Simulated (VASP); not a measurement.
Data:

```
CELL_PARAMETERS angstrom
      0.00000     3.10240     3.10240
      3.10240     0.00000     3.10240
      3.10240     3.10240     0.00000
ATOMIC_POSITIONS crystal
  Ga 0.00000 0.00000 0.00000
  Sb 0.25000 0.25000 0.25000
```

Calculation: optB88-vdW, VASP's PBE PAW potentials (set 64) (plane waves; VASP 6.6.1). Run with 520 eV cut-off, 11×11×11 Γ-centred mesh, tetrahedra with Blöchl corrections, potentials Ga_d Sb.

Unless said otherwise, spin-orbit coupling is left out, though it shifts the bands of the heavy elements here.

**Question.** What does the run give for the energy per atom (σ→0), band gap (on the k-mesh) with the smallest direct gap where there is one?

**Answer.** 
```yaml
band gap (on the k-mesh): none (metal, semimetal or under 0.01 eV)
energy per atom (σ→0): -0.941 eV/atom
```

Total energies compare only between runs with the same potentials, cut-off and functional.

The compound is GaSb in the zinc blende structure. It was relaxed first, which changed the volume by +5 %.
